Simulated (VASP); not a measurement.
All values below come from r2SCAN+rVV10, VASP's PBE PAW potentials (set 64) (plane waves; VASP 6.6.1).

The input files of a VASP run:

File POSCAR:
```
Be
1.0
  1.1098034057  -1.9222357193   0.0000000000
  1.1098034057   1.9222357193   0.0000000000
  0.0000000000   0.0000000000   3.4889105706
Be
2
Cart
  1.1098034057   0.6407465213   0.8722276426
  1.1098034057  -0.6407465213   2.6166829279
```

**INCAR**
```
ALGO=Normal
BPARAM=11.95
CPARAM=0.0093
EDIFF=1E-7
EDIFFG=-0.01
ENCUT=520
IBRION=2
ISIF=4
ISMEAR=1
LASPH=.True.
LCHARG=.False.
LMIXTAU=.True.
LREAL=.False.
LUSE_VDW=.True.
LWAVE=.False.
METAGGA=R2SCAN
NELM=100
NSW=30
PREC=Accurate
SIGMA=0.1
SYSTEM=Be
```

File KPOINTS:
```
Automatic mesh
0
Gamma
18 18 10
0 0 0
```

POTCAR, in this order: Be (PBE.64 set). Program: vasp_std.

Q: Predict the energy per atom (σ→0), band gap (on the k-mesh).

A: 
```yaml
energy per atom (σ→0): -4.326 eV/atom
band gap (on the k-mesh): none (metal, semimetal or under 0.01 eV)
```

**OSZICAR**
```
...
       N       E                     dE             d eps       ncg     rms          rms(c)
DAV:   1    -0.865266193391E+01   -0.12265E-02   -0.14385E-02  3330   0.810E-01    0.435E-02
DAV:   2    -0.865265743886E+01    0.44951E-05   -0.58589E-05  3108   0.709E-02    0.267E-02
DAV:   3    -0.865264926218E+01    0.81767E-05   -0.87941E-06  3606   0.272E-02    0.710E-04
DAV:   4    -0.865265103404E+01   -0.17719E-05   -0.20817E-06  3258   0.165E-02    0.323E-04
DAV:   5    -0.865265064553E+01    0.38851E-06   -0.51748E-07  3102   0.842E-03    0.173E-04
DAV:   6    -0.865265068997E+01   -0.44443E-07   -0.57691E-09  1830   0.707E-04
   2 F= -.86526507E+01 E0= -.86525912E+01  d E =-.121526E-02
```

The compound is Be in the hcp structure. This cell is one point of a volume scan, at 0.94 of the reference volume. Symmetry was kept, so distortions that lower it aren't found.
